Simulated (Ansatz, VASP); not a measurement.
# Cross-check of Ga between VASP and Ansatz, part 2 of 3

Wanted: the spread between two codes on one cell, functional and k mesh. Of the first pair: The structure shown is frame 200 of Ansatz's trajectory.

VASP 6.6.1 and Ansatz 0.2.0.

So far: The structure; Ansatz: dynamics, PBE.

**3. VASP: single point, PBE, pair 1**

Level of this step: PBE; plane waves and PAW (Ga_d) (VASP).

The same cell, functional, mesh and smearing now go to VASP, with its own data sets.

Lines of VASP's logs that name or quote its potential files are left out, and so is its time.

The input, INCAR:

```
SYSTEM = Ga
PREC = Accurate
ENCUT = 400
EDIFF = 1E-06
NELM = 120
ISMEAR = -1
SIGMA = 0.05
LREAL = .FALSE.
ALGO = Normal
GGA = PE
NBANDS = 128
LORBIT = 11
LWAVE = .FALSE.
LCHARG = .FALSE.
ISIF = 2
LASPH = .TRUE.
GGA_COMPAT = .FALSE.
EFERMI = MIDGAP
```

The input, POSCAR:

```
Ga
1.0
    6.7685000000      0.0000000000      0.0000000000
    0.0000000000      6.7685000000      0.0000000000
    0.0000000000      0.0000000000      6.7685000000
Ga
16
Direct
    0.3455861712      0.3182684494      0.8729260545
    0.1150624215      0.6184826771      0.6804905075
    0.1204402748      0.0820861343      0.1557656792
    0.8295634188      0.3271921401      0.8746989732
    0.5969564896      0.5674521681      0.1333087095
    0.6147890966      0.0887050307      0.6639137180
    0.3052965945      0.3368397725      0.3414789097
    0.5869247248      0.0609293049      0.1950506021
    0.2958853513      0.8123808820      0.3864519465
    0.8014331093      0.3098618601      0.3568146561
    0.7810149959      0.8293565783      0.8887789023
    0.8289576716      0.7513038339      0.3775282559
    0.5769816060      0.6360936692      0.6459629165
    0.3489399424      0.8281450838      0.8705473886
    0.1067149295      0.1106744478      0.6635295856
    0.0990175076      0.6203294674      0.1342838147
```

The input, KPOINTS:

```
Automatic mesh
0
Gamma
1 1 1
0 0 0
```

Potentials, in the order of the species: Ga_d (PBE family, release 64).

The run is started by

```console
mpirun -np 8 vasp_gam
```

Numbers of over 12 decimals in the logs are rounded to 6 here.

What it wrote:

```text
[banner, memory and clock lines left out]
running    8 mpi-ranks, on    1 nodes
 distrk:  each k-point on    8 cores,    1 groups
 distr:  one band on    1 cores,    8 groups

 POSCAR found type information on POSCAR Ga
 POSCAR found :  1 types and      16 ions
|                                                                             |
|           W    W    AA    RRRRR   N    N  II  N    N   GGGG   !!!           |
|           W    W   A  A   R    R  NN   N  II  NN   N  G    G  !!!           |
|           W    W  A    A  R    R  N N  N  II  N N  N  G       !!!           |
|           W WW W  AAAAAA  RRRRR   N  N N  II  N  N N  G  GGG   !            |
|           WW  WW  A    A  R   R   N   NN  II  N   NN  G    G                |
|           W    W  A    A  R    R  N    N  II  N    N   GGGG   !!!           |
|                                                                             |
|     For optimal performance we recommend to set                             |
|       NCORE = 2 up to number-of-cores-per-socket                            |
|     NCORE specifies how many cores store one orbital (NPAR=cpu/NCORE).      |
|     This setting can greatly improve the performance of VASP for DFT.       |
|     The default, NCORE=1 might be grossly inefficient on modern             |
|     multi-core architectures or massively parallel machines. Do your        |
|     Unfortunately you need to use the default for GW and RPA                |
|     calculations (for HF NCORE is supported but not extensively tested      |
|     yet).                                                                   |
|                                                                             |

 LDA part: xc-table for (Slater+PW92), standard interpolation
 POSCAR, INCAR and KPOINTS ok, starting setup
 FFT: planning ... GRIDC
 FFT: planning ... GRID_SOFT
 FFT: planning ... GRID
 WAVECAR not read
 entering main loop
       N       E                     dE             d eps       ncg     rms          rms(c)
DAV:   1     0.252153105766E+04    0.25215E+04   -0.81026E+04   256   0.306E+03
DAV:   2     0.484080805622E+03   -0.20375E+04   -0.19723E+04   256   0.754E+02
DAV:   3     0.183332149182E+01   -0.48225E+03   -0.43052E+03   288   0.225E+02
DAV:   4    -0.529400426460E+02   -0.54773E+02   -0.51031E+02   272   0.715E+01
DAV:   5    -0.565399179856E+02   -0.35999E+01   -0.35000E+01   320   0.195E+01    0.406E+00
DAV:   6    -0.560817867272E+02    0.45813E+00   -0.14677E+00   336   0.933E+00    0.215E+00
DAV:   7    -0.559875708502E+02    0.94216E-01   -0.92058E-01   328   0.854E+00    0.692E-01
DAV:   8    -0.559818515479E+02    0.57193E-02   -0.17030E-01   304   0.773E+00    0.346E-01
DAV:   9    -0.559794806698E+02    0.23709E-02   -0.54072E-02   336   0.212E+00    0.113E-01
DAV:  10    -0.559811988510E+02   -0.17182E-02   -0.22099E-02   304   0.151E+00    0.802E-02
DAV:  11    -0.559813385992E+02   -0.13975E-03   -0.38365E-03   328   0.725E-01    0.357E-02
DAV:  12    -0.559814428736E+02   -0.10427E-03   -0.17428E-03   304   0.408E-01    0.160E-02
DAV:  13    -0.559815127655E+02   -0.69892E-04   -0.77670E-04   344   0.217E-01    0.104E-02
DAV:  14    -0.559815330201E+02   -0.20255E-04   -0.24663E-04   304   0.120E-01    0.529E-03
DAV:  15    -0.559815381621E+02   -0.51419E-05   -0.64248E-05   280   0.647E-02    0.297E-03
DAV:  16    -0.559815407816E+02   -0.26195E-05   -0.29943E-05   328   0.332E-02    0.129E-03
DAV:  17    -0.559815409278E+02   -0.14619E-06   -0.24307E-06   192   0.151E-02
   1 F= -.55981541E+02 E0= -.55981536E+02  d E =-.991468E-05
```

OUTCAR, selected parts (step 3):

```text
ion  position               nearest neighbor table
   1  0.346  0.318  0.873-  15 2.57   6 2.78   2 2.87
   2  0.115  0.618  0.680-  14 2.48   9 2.68   1 2.87
   3  0.120  0.082  0.156-   7 2.47   9 2.68
   4  0.830  0.327  0.875-   6 2.60  15 2.78   5 2.86
   5  0.597  0.567  0.133-  12 2.60  10 2.69  11 2.73   4 2.86   7 2.88
   6  0.615  0.089  0.664-  11 2.58   4 2.60   1 2.78  10 2.86  14 2.88
   7  0.305  0.337  0.341-   3 2.47  16 2.76   8 2.85   5 2.88
   8  0.587  0.061  0.195-  10 2.48   7 2.85   9 2.90  11 2.91
   9  0.296  0.812  0.386-  16 2.53   3 2.68   2 2.68  13 2.85   8 2.90
  10  0.801  0.310  0.357-   8 2.48   5 2.69   6 2.86
  11  0.781  0.829  0.889-  13 2.51   6 2.58   5 2.73   8 2.91
  12  0.829  0.751  0.378-   5 2.60  13 2.61  16 2.61
  13  0.577  0.636  0.646-  11 2.51  14 2.53  12 2.61   9 2.85
  14  0.349  0.828  0.871-   2 2.48  13 2.53  16 2.83   6 2.88  15 2.88
  15  0.107  0.111  0.664-   1 2.57   4 2.78  14 2.88
  16  0.099  0.620  0.134-   9 2.53  12 2.61   7 2.76  14 2.83

  LATTYP: Found a simple cubic cell.
 ALAT       =     6.7685000000

 Subroutine GETGRP returns: Found  1 space group operations
 (whereof  1 operations were pure point group operations)

The static configuration has the point symmetry C_1 .

 Found      1 irreducible k-points:

   k-points           NKPTS =      1   k-points in BZ     NKDIM =      1   number of bands    NBANDS=    128

   dimension x,y,z NGX =    48 NGY =   48 NGZ =   48
   dimension x,y,z NGXF=    96 NGYF=   96 NGZF=   96

   ENCUT  =  400.0 eV  29.40 Ry    5.42 a.u.  11.04 11.04 11.04*2*pi/ulx,y,z

   NELECT =     208.0000    total number of electrons

 k-points in reciprocal lattice and weights: Automatic mesh
   0.00000000  0.00000000  0.00000000       1.000

 average (electrostatic) potential at core
       1 -65.1925       2 -65.2548       3 -65.0757       4 -65.1301       5 -65.4398
       6 -65.0802       7 -65.1130       8 -65.1883       9 -65.4515      10 -64.9272
      11 -65.3128      12 -65.1860      13 -65.3989      14 -65.5521      15 -65.0427
      16 -65.3310

 E-fermi :   5.2674

 k-point     1 :       0.0000    0.0000    0.0000
  band No.  band energies     occupation
    ...
    100       2.7473      2.00000
    101       3.0916      2.00000
    102       4.3045      2.00000
    103       4.4864      2.00000
    104       4.6385      1.99999
    105       5.8961      0.00001
    106       6.0523      0.00000
    107       6.6158      0.00000
    108       6.7262      0.00000
    109       6.8795      0.00000
    ...

  Total       -6.1459838     -6.2668154     -6.1869956      5.6640551      7.1177100      7.0893301
  in kB      -31.7559194    -32.3802488    -31.9678249     29.2658238     36.7767692     36.6301317
  external PRESSURE =     -32.0346644 kB  Pullay stress =       0.0000000 kB

  energy-cutoff  :      400.00
  volume of cell :      310.08
      direct lattice vectors                 reciprocal lattice vectors
     6.768500000  0.000000000  0.000000000     0.147743222  0.000000000  0.000000000
     0.000000000  6.768500000  0.000000000     0.000000000  0.147743222  0.000000000
     0.000000000  0.000000000  6.768500000     0.000000000  0.000000000  0.147743222

 POSITION                                       TOTAL-FORCE (eV/Angst)
 -----------------------------------------------------------------------------------
      2.33910      2.15420      5.90840        -0.459786      0.020393     -0.109519
      0.77880      4.18620      4.60590        -0.595698     -0.796035      0.003306
      0.81520      0.55560      1.05430        -0.601451      0.102684     -0.300455
      5.61490      2.21460      5.92040        -0.143978     -0.357411     -0.253242
      4.04050      3.84080      0.90230         0.006493      0.047109      0.177900
      4.16120      0.60040      4.49370         0.306642      0.807365     -0.621537
      2.06640      2.27990      2.31130         0.283700     -0.101437      0.657624
      3.97260      0.41240      1.32020         0.116021      0.121590     -0.106582
      2.00270      5.49860      2.61570         0.191508      0.109527      0.009345
      5.42450      2.09730      2.41510         0.353041     -0.140749      0.337626
      5.28630      5.61350      6.01570         0.868777      0.072612      0.520723
      5.61080      5.08520      2.55530         0.206127      0.476242     -0.032944
      3.90530      4.30540      4.37220         0.319413     -1.130182     -0.441581
      2.36180      5.60530      5.89230        -0.442067      0.651296      0.637824
      0.72230      0.74910      4.49110        -0.098043      0.267594     -0.044300
      0.67020      4.19870      0.90890        -0.310699     -0.150597     -0.434189
 -----------------------------------------------------------------------------------
    total drift:                                0.000570     -0.000945      0.001883

  FREE ENERGIE OF THE ION-ELECTRON SYSTEM (eV)
  ---------------------------------------------------
  free  energy   TOTEN  =       -55.9815409278 eV

  energy  without entropy=      -55.9815310131  energy(sigma->0) =      -55.98153597

 total charge
# of ion       s       p       d       tot
------------------------------------------
    1        1.028   0.531   9.954  11.514
    2        1.032   0.564   9.951  11.547
    3        1.039   0.552   9.952  11.544
    4        1.047   0.498   9.948  11.493
    5        1.024   0.550   9.965  11.538
    6        1.027   0.582   9.952  11.561
    7        1.036   0.552   9.951  11.539
    8        1.022   0.552   9.951  11.525
    9        1.023   0.576   9.959  11.558
   10        1.044   0.557   9.948  11.549
   11        1.026   0.580   9.962  11.568
   12        1.025   0.586   9.953  11.564
   13        1.026   0.598   9.964  11.588
   14        1.018   0.595   9.973  11.586
   15        1.048   0.518   9.944  11.510
   16        1.024   0.571   9.960  11.555
--------------------------------------------------
tot         16.491   8.961 159.288 184.740
```

The run ends at a pressure of -3.20 GPa, with forces up to 1.3 eV/Å.

**4. Side by side**

Known differences besides the potentials themselves: the cutoff is 420 eV in Ansatz and 400 eV in VASP. Total energies have different zeros and are not compared.

Forces on 7 of the 16 atoms, those with the largest forces and the largest differences (eV/Å; atoms numbered as in POSCAR):

```csv
atom,"Ansatz x, y, z","VASP x, y, z"
Ga2,"-0.585, -0.787, 0.006","-0.596, -0.796, 0.003"
Ga3,"-0.591, 0.106, -0.293","-0.601, 0.103, -0.300"
Ga6,"0.311, 0.805, -0.612","0.307, 0.807, -0.622"
Ga7,"0.279, -0.106, 0.648","0.284, -0.101, 0.658"
Ga11,"0.855, 0.070, 0.513","0.869, 0.073, 0.521"
Ga13,"0.320, -1.115, -0.434","0.319, -1.130, -0.442"
Ga14,"-0.441, 0.641, 0.628","-0.442, 0.651, 0.638"
```

The forces differ by 6.6 meV/Å r.m.s., which is 1.6 % of the r.m.s. force of 0.414 eV/Å (both taken over all components).

**5. Ansatz: dynamics, PBE**

One frame of this run of dynamics is then solved in both programs, so the motion causes no difference. This pair takes another cell of the material, with 48 atoms against 16 for the pair before.

The structure compared here is frame 40 of Ansatz's trajectory.

The input, input.yaml:

```yaml
crystal:
  lattice:
    - [9.7619, 0.0, 0.0]
    - [0.0, 9.7619, 0.0]
    - [0.0, 0.0, 9.7619]
  atoms:
    - { symbol: Ga, position: [0.51182, 0.95046, 0.14416] }
    - { symbol: Ga, position: [0.87877, 0.36277, 0.38046] }
    - { symbol: Ga, position: [0.70851, 0.45483, 0.57529] }
    - { symbol: Ga, position: [0.09696, 0.82294, 0.48345] }
    - { symbol: Ga, position: [0.368, 0.83267, 0.33408] }
    - { symbol: Ga, position: [0.44154, 0.13052, 0.3933] }
    - { symbol: Ga, position: [0.26728, 0.27809, 0.79236] }
    - { symbol: Ga, position: [0.26927, 0.45379, 0.97158] }
    - { symbol: Ga, position: [0.8982, 0.67874, 0.53974] }
    - { symbol: Ga, position: [0.29375, 0.18316, 0.02263] }
    - { symbol: Ga, position: [0.52946, 0.11898, 0.63296] }
    - { symbol: Ga, position: [0.78493, 0.72418, 0.99119] }
    - { symbol: Ga, position: [0.06688, 0.50431, 0.47959] }
    - { symbol: Ga, position: [0.07, 0.57019, 0.8131] }
    - { symbol: Ga, position: [0.54085, 0.26957, 0.8533] }
    - { symbol: Ga, position: [0.50242, 0.48857, 0.71264] }
    - { symbol: Ga, position: [0.1957, 0.83149, 0.71291] }
    - { symbol: Ga, position: [0.77711, 0.24867, 0.77442] }
    - { symbol: Ga, position: [0.1768, 0.0305, 0.86295] }
    - { symbol: Ga, position: [0.86896, 0.88545, 0.40228] }
    - { symbol: Ga, position: [0.29166, 0.04308, 0.62001] }
    - { symbol: Ga, position: [0.7035, 0.81258, 0.22969] }
    - { symbol: Ga, position: [0.3136, 0.62825, 0.79817] }
    - { symbol: Ga, position: [0.92784, 0.08642, 0.53902] }
    - { symbol: Ga, position: [0.93535, 0.41391, 0.67195] }
    - { symbol: Ga, position: [0.03095, 0.69386, 0.02678] }
    - { symbol: Ga, position: [0.79511, 0.89506, 0.6539] }
    - { symbol: Ga, position: [0.23812, 0.8039, 0.11813] }
    - { symbol: Ga, position: [0.84861, 0.02692, 0.86496] }
    - { symbol: Ga, position: [0.17679, 0.40354, 0.27898] }
    - { symbol: Ga, position: [0.64772, 0.26946, 0.41902] }
    - { symbol: Ga, position: [0.09844, 0.25647, 0.47227] }
    - { symbol: Ga, position: [0.15043, 0.65933, 0.30221] }
    - { symbol: Ga, position: [0.68569, 0.64335, 0.41276] }
    - { symbol: Ga, position: [0.82373, 0.61507, 0.76968] }
    - { symbol: Ga, position: [0.34863, 0.57913, 0.17275] }
    - { symbol: Ga, position: [0.9528, 0.23429, 0.17924] }
    - { symbol: Ga, position: [0.02392, 0.2175, 0.79865] }
    - { symbol: Ga, position: [0.6975, 0.04645, 0.3177] }
    - { symbol: Ga, position: [0.44022, 0.65514, 0.49452] }
    - { symbol: Ga, position: [0.56578, 0.83467, 0.73288] }
    - { symbol: Ga, position: [0.41833, 0.44034, 0.36859] }
    - { symbol: Ga, position: [0.17305, 0.14641, 0.26062] }
    - { symbol: Ga, position: [0.33262, 0.29321, 0.55158] }
    - { symbol: Ga, position: [0.96879, 0.81326, 0.81613] }
    - { symbol: Ga, position: [0.6498, 0.50777, 0.9136] }
    - { symbol: Ga, position: [0.68156, 0.47241, 0.15899] }
    - { symbol: Ga, position: [0.50865, 0.21624, 0.1459] }
kpoints:
  mp_grid: { grid: [1, 1, 1] }
hamiltonian:
  xc: pbe
scf:
  occupations: { method: fermi_dirac, width: 0.05 }
output:
  forces: true
  stress: true
md:
  timestep: 5.0
  n_steps: 120
  ensemble: nvt_nose_hoover
  temperature: 473
  initial_velocities: maxwell_boltzmann
  seed: 5
```

The run is started by

```console
ansatz run input.yaml --threads 8 --pin off --max-ram 15360MiB --backend cpu --events-out ev --progress --plain --runs-dir out
```

What it wrote:

```text
[...]
Crystal: 48 atoms, lattice volume = 930.257 Å³
Basis set: ecut = 420 eV, 18277 PW (Γ), exchange–correlation on 144×144×144 points (8 copies of the dense FFT grid, shifted against one another)
Bands: 375, of which v1, the nominal top of the filled ones, is band 312 counted from 1 (311 counted from 0)
Symmetry: 1 space group operations
k-points: 1
[...]
atom  48  Ga     0.07557194     0.33027480     0.79697731
  max |Σ_I F_I| component: 1.69e-5 eV/Å
--- Stress (GPa, compression-positive) ---
        3.095924      -0.198856       0.478821
       -0.198856       2.476761      -0.227998
        0.478821      -0.227998       3.321597
  P = ⅓ Tr σ = 2.9648 GPa (29.648 kbar)
--- MD trajectory: 120 steps, t = 0.0 → 600.0 fs ---
[...]
conserved energy: peak-to-peak 6.147e-2 eV (1.281e-3 eV/atom) over 600.0 fs
[key lines of the parts left out:]
SCF converged after 9 iterations
Free energy (F): -181590.930332 eV
Fermi energy:    8.881785 eV
```

(Part 2 of 3 ends here.)

[Lines on the potential files, build, host, timing and source positions are cut from VASP's logs without a mark.]

[Logs are printed without paths, hosts, clocks, repeated set-up lines and the standing remarks that a program may print on its own settings, such as how far it seeks lower states.]

[Hosts, paths, dates, database ids (printed as entryN), source tags and the programs' standing remarks are cut or masked in the printed files.]
